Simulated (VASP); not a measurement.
# Ru in VASP: a series of runs

The runs below take Ru through single point, relaxation of the atoms, with PBEsol.

Program: VASP 6.6.1. These are calculated values, not measurements. Logs are shortened: lines on timing, memory, paths and dates and some standing lists are left out, and cuts for length are marked.

### Step 1. The slab as given

The cell holds a slab with vacuum, 12 atoms: a = 2.688 Å, b = 4.255 Å, c = 27.415 Å, α = 90.00°, β = 90.00°, γ = 90.00°.

### Step 2. Single point, PBEsol

INCAR reads:

```
PREC     = Accurate       # precision mode
ENCUT    = 520            # plane-wave cutoff, eV
EDIFF    = 1E-6           # SCF threshold, eV
ISMEAR   = 1              # smearing method
SIGMA    = 0.1            # smearing width, eV
LREAL    = False          # projectors in reciprocal space
LASPH    = True           # aspherical terms in the spheres
NELM     = 80             # most SCF steps
ALGO     = Normal         # electronic algorithm
ISIF     = 2              # what is computed and relaxed
LWAVE    = False          # write WAVECAR
LCHARG   = False          # write CHGCAR
LDIPOL   = True         
IDIPOL   = 3            
DIPOL    = 0.5 0.5 0.500
GGA      = PS             # functional
LVHAR    = True         
LVACPOTAV= True         
ICORELEVEL= 1            
LUSENCCL = False
```

KPOINTS reads:

```
Automatic mesh
0
Gamma
  14 9 1
```

POSCAR reads:

```
Ru
1.0
    2.6879025100      0.0000000000      0.0000000000
    0.0000000000      4.2552090000      0.0000000000
    0.0000000000      0.0000000000     27.4148898800
Ru
12
Direct
    0.9999992500      0.7500000000      0.2735739600
    0.5000001900      0.2500000000      0.3018772700
    0.4999990600      0.7500000000      0.3584837100
    0.0000000000      0.2500000000      0.3867870200
    0.9999988700      0.7500000000      0.4433934700
    0.4999998100      0.2500000000      0.4716967800
    0.4999986800      0.7500000000      0.5283032200
    0.9999996200      0.2500000000      0.5566065300
    0.9999984900      0.7500000000      0.6132129800
    0.4999994300      0.2500000000      0.6415162900
    0.4999983100      0.7500000000      0.6981227300
    0.9999992400      0.2500000000      0.7264260400
```

Potentials or basis: VASP PAW PBE potentials, release 64 (Ru_pv).

Command:

```console
> cat potpaw_PBE.64/Ru_pv/POTCAR > POTCAR
> mpirun -np 1 vasp_std > vasp.out
```

OUTCAR:

```text
PREC = Accurate
   ENCUT = 520
   EDIFF = 1E-6
   ISMEAR = 1
   LREAL = False
   LASPH = True
   NELM = 80
   ISIF = 2
   GGA = PS

 ion  position               nearest neighbor table
   1  1.000  0.750  0.274-   2 2.63   2 2.63   2 2.63   2 2.63   3 2.69   3 2.69
   2  0.500  0.250  0.302-   3 2.63   3 2.63   1 2.63   1 2.63   1 2.63   1 2.63   4 2.69   4 2.69

   3  0.500  0.750  0.358-   2 2.63   2 2.63   4 2.63   4 2.63   4 2.63   4 2.63   1 2.69   5 2.69
                             1 2.69   5 2.69
   4  0.000  0.250  0.387-   5 2.63   5 2.63   3 2.63   3 2.63   3 2.63   3 2.63   2 2.69   6 2.69
                             2 2.69   6 2.69
   5  1.000  0.750  0.443-   4 2.63   4 2.63   6 2.63   6 2.63   6 2.63   6 2.63   7 2.69   3 2.69
                             7 2.69   3 2.69
   6  0.500  0.250  0.472-   7 2.63   7 2.63   5 2.63   5 2.63   5 2.63   5 2.63   8 2.69   4 2.69
                             8 2.69   4 2.69
   7  0.500  0.750  0.528-   6 2.63   6 2.63   8 2.63   8 2.63   8 2.63   8 2.63   5 2.69   9 2.69
                             5 2.69   9 2.69
   8  1.000  0.250  0.557-   9 2.63   9 2.63   7 2.63   7 2.63   7 2.63   7 2.63   6 2.69  10 2.69
                             6 2.69  10 2.69
   9  1.000  0.750  0.613-   8 2.63   8 2.63  10 2.63  10 2.63  10 2.63  10 2.63  11 2.69   7 2.69
                            11 2.69   7 2.69
  10  0.500  0.250  0.642-  11 2.63  11 2.63   9 2.63   9 2.63   9 2.63   9 2.63  12 2.69   8 2.69
                            12 2.69   8 2.69
  11  0.500  0.750  0.698-  10 2.63  10 2.63  12 2.63  12 2.63  12 2.63  12 2.63   9 2.69   9 2.69

  12  1.000  0.250  0.726-  11 2.63  11 2.63  11 2.63  11 2.63  10 2.69  10 2.69

  LATTYP: Found a simple orthorhombic cell.
 ALAT       =     2.6879025100
 B/A-ratio  =     1.5830964792
 C/A-ratio  =    10.1993616874

  Lattice vectors:

 A1 = (   2.6879025100,   0.0000000000,   0.0000000000)
 A2 = (   0.0000000000,   4.2552090000,   0.0000000000)
 A3 = (   0.0000000000,   0.0000000000,  27.4148898800)

Analysis of symmetry for initial positions (statically):
=====================================================================
 Subroutine PRICEL returns:
 Original cell was already a primitive cell.

 Routine SETGRP: Setting up the symmetry group for a
 simple orthorhombic supercell.

 Subroutine GETGRP returns: Found  8 space group operations
 (whereof  4 operations were pure point group operations)
 out of a pool of  8 trial point group operations.

The static configuration has the point symmetry C_2h.
 The point group associated with its full space group is D_2h.

Analysis of symmetry for dynamics (positions and initial velocities):
[... 184 lines left out ...]
 the core state eigenenergies are
   1-  1s -21925.8743  2s  -3146.1594  2p  -2816.7008  3s   -547.8040  3p   -439.5762
       3d   -265.5691  4s    -68.3824
   2-  1s -21926.1300  2s  -3146.4759  2p  -2817.0126  3s   -548.1027  3p   -439.8750
       3d   -265.8730  4s    -68.6481
   3-  1s -21926.2134  2s  -3146.5925  2p  -2817.1257  3s   -548.2320  3p   -440.0042
       3d   -266.0029  4s    -68.8083
   4-  1s -21926.1969  2s  -3146.5803  2p  -2817.1131  3s   -548.2205  3p   -439.9927
       3d   -265.9916  4s    -68.7987
   5-  1s -21926.0930  2s  -3146.4799  2p  -2817.0122  3s   -548.1241  3p   -439.8963
       3d   -265.8950  4s    -68.7114
   6-  1s -21926.0863  2s  -3146.4736  2p  -2817.0059  3s   -548.1176  3p   -439.8898
       3d   -265.8885  4s    -68.7042
   7-  1s -21926.0863  2s  -3146.4736  2p  -2817.0059  3s   -548.1176  3p   -439.8898
       3d   -265.8885  4s    -68.7042
   8-  1s -21926.0930  2s  -3146.4799  2p  -2817.0122  3s   -548.1241  3p   -439.8963
       3d   -265.8950  4s    -68.7114
   9-  1s -21926.1969  2s  -3146.5803  2p  -2817.1131  3s   -548.2205  3p   -439.9927
       3d   -265.9916  4s    -68.7987
  10-  1s -21926.2134  2s  -3146.5925  2p  -2817.1257  3s   -548.2320  3p   -440.0042
       3d   -266.0029  4s    -68.8083
  11-  1s -21926.1300  2s  -3146.4759  2p  -2817.0126  3s   -548.1027  3p   -439.8750
       3d   -265.8730  4s    -68.6481
  12-  1s -21925.8743  2s  -3146.1594  2p  -2816.7008  3s   -547.8040  3p   -439.5762
       3d   -265.5691  4s    -68.3824

 E-fermi :   4.3115     XC(G=0):  -8.1104

 val. band max:        4.3095109232   @ k =   0.5000   0.3333   0.0000
 cond. band min:       4.3160982794   @ k =   0.0000   0.2222   0.0000
 fundamental gap:      0.0065873562
 Fermi energy:         4.3114854444

 k-point     1 :       0.0000    0.0000    0.0000
  band No.  band energies     occupation
      1     -39.3790      2.00000
      2     -39.3278      2.00000
      3     -39.1811      2.00000
      4     -39.1497      2.00000
      5     -39.0364      2.00000
      6     -39.0206      2.00000
[... 2365 lines left out ...]
     95       6.1300     -0.00000
     96       6.1747     -0.00000

 [... further k-points ...]

 [bands above 96 left out]

------------------------ aborting loop because EDIFF is reached ----------------------------------------

  FORCE on cell =-STRESS in cart. coord.  units (eV):
  Direction    XX          YY          ZZ          XY          YZ          ZX
  --------------------------------------------------------------------------------------
  -------------------------------------------------------------------------------------
  Total       -6.3869448     -8.4292427     -3.9624743      0.0000000      0.0000000      0.0000000
  in kB      -32.6349410    -43.0703325    -20.2467874      0.0000000      0.0000000      0.0000000
  external PRESSURE =     -31.9840203 kB  Pullay stress =       0.0000000 kB

 VOLUME and BASIS-vectors are now :
 -----------------------------------------------------------------------------
  energy-cutoff  :      520.00
  volume of cell :      313.56
      direct lattice vectors                 reciprocal lattice vectors
     2.687902510  0.000000000  0.000000000     0.372037303  0.000000000  0.000000000
     0.000000000  4.255209000  0.000000000     0.000000000  0.235006083  0.000000000
     0.000000000  0.000000000 27.414889880     0.000000000  0.000000000  0.036476528

 POSITION                                       TOTAL-FORCE (eV/Angst)
 -----------------------------------------------------------------------------------
      2.68790      3.19141      7.50000         0.000000     -0.000000      0.970238
      1.34395      1.06380      8.27593         0.000000     -0.000000     -0.237234
      1.34395      3.19141      9.82779         0.000000     -0.000000     -0.539653
      0.00000      1.06380     10.60372        -0.000000     -0.000000     -0.190434
      2.68790      3.19141     12.15558        -0.000000      0.000000     -0.080223
      1.34395      1.06380     12.93152         0.000000     -0.000000     -0.041953
      1.34395      3.19141     14.48337         0.000000     -0.000000      0.041953
      2.68790      1.06380     15.25931         0.000000     -0.000000      0.080223
      2.68790      3.19141     16.81117         0.000000     -0.000000      0.190434
      1.34395      1.06380     17.58710         0.000000      0.000000      0.539653
      1.34395      3.19141     19.13896         0.000000      0.000000      0.237234
      2.68790      1.06380     19.91489         0.000000      0.000000     -0.970238
 -----------------------------------------------------------------------------------
    total drift:                                0.021681      0.000000      0.000000

  FREE ENERGIE OF THE ION-ELECTRON SYSTEM (eV)
  ---------------------------------------------------
  free  energy   TOTEN  =      -117.0221783682 eV

  energy  without entropy=     -117.0215454890  energy(sigma->0) =     -117.02196741

 vacuum level on the upper side and lower side of the slab         9.211         9.211
```

OSZICAR:

```text
N       E                     dE             d eps       ncg     rms          rms(c)
DAV:   1     0.204618028283E+04    0.20462E+04   -0.10594E+05  9280   0.169E+03
DAV:   2    -0.479010370878E+02   -0.20941E+04   -0.20318E+04  8484   0.526E+02
DAV:   3    -0.123637228940E+03   -0.75736E+02   -0.72090E+02 10736   0.952E+01
[... 25 lines left out ...]
DAV:  29    -0.117022163059E+03   -0.23073E-04   -0.93612E-07  5268   0.564E-03    0.140E-03
DAV:  30    -0.117022174352E+03   -0.11294E-04   -0.33693E-07  4708   0.200E-03    0.161E-03
DAV:  31    -0.117022176915E+03   -0.25623E-05   -0.97613E-08  4352   0.120E-03    0.405E-04
DAV:  32    -0.117022178037E+03   -0.11226E-05   -0.53394E-08  4304   0.437E-04    0.275E-04
DAV:  33    -0.117022178368E+03   -0.33090E-06   -0.22289E-08  4220   0.245E-04
   1 F= -.11702218E+03 E0= -.11702197E+03  d E =-.632879E-03
```

stdout:

```text
Offloading initialized ...    1 GPUs detected
 POSCAR found type information on POSCAR Ru
 POSCAR found :  1 types and      12 ions
 scaLAPACK will be used selectively (only on CPU)
 -----------------------------------------------------------------------------
[... 23 lines left out ...]
|     Did not find any points to average over, which means that no vacuum     |
|     field-free region was found. Please increase the size of  your cell     |
|     in the dimension of the dipole correction to obtain accurate            |
|     workfunction values.                                                    |
|                                                                             |
 -----------------------------------------------------------------------------
```

Run time: 28 min. Hardware: 1 × NVIDIA H100 80GB with 1 thread of AMD EPYC 7R13 (Zen 3), shared host; peak memory 1.9 GiB.

Results:

```yaml
Free_energy: -117.0222 eV
Largest_force: 0.970 eV/Å
Band_gap_on_the_k_mesh: none (metal or under the smearing width)
Work_function_of_the_upper_face: 4.90 eV
Work_function_of_the_lower_face: 4.90 eV
```

Forces in eV/Å, atoms in the order of the input:
```
Ru   0.000  0.000  0.970
Ru   0.000  0.000 -0.237
Ru   0.000  0.000 -0.540
Ru   0.000  0.000 -0.190
Ru   0.000  0.000 -0.080
Ru   0.000  0.000 -0.042
Ru   0.000  0.000  0.042
Ru   0.000  0.000  0.080
Ru   0.000  0.000  0.190
Ru   0.000  0.000  0.540
Ru   0.000  0.000  0.237
Ru   0.000  0.000 -0.970
```

Core levels (eV, on the scale of the bands):
```
atom                                                                          levels
1 Ru  1s -21925.9, 2s -3146.2, 2p -2816.7, 3s -547.8, 3p -439.6, 3d -265.6, 4s -68.4
2 Ru  1s -21926.1, 2s -3146.5, 2p -2817.0, 3s -548.1, 3p -439.9, 3d -265.9, 4s -68.6
3 Ru  1s -21926.2, 2s -3146.6, 2p -2817.1, 3s -548.2, 3p -440.0, 3d -266.0, 4s -68.8
4 Ru  1s -21926.2, 2s -3146.6, 2p -2817.1, 3s -548.2, 3p -440.0, 3d -266.0, 4s -68.8
5 Ru  1s -21926.1, 2s -3146.5, 2p -2817.0, 3s -548.1, 3p -439.9, 3d -265.9, 4s -68.7
6 Ru  1s -21926.1, 2s -3146.5, 2p -2817.0, 3s -548.1, 3p -439.9, 3d -265.9, 4s -68.7
```

Caveat: the PAW data sets were made with another functional, which shifts forces and pressure a little.

(Continued in part 2 of 2.)
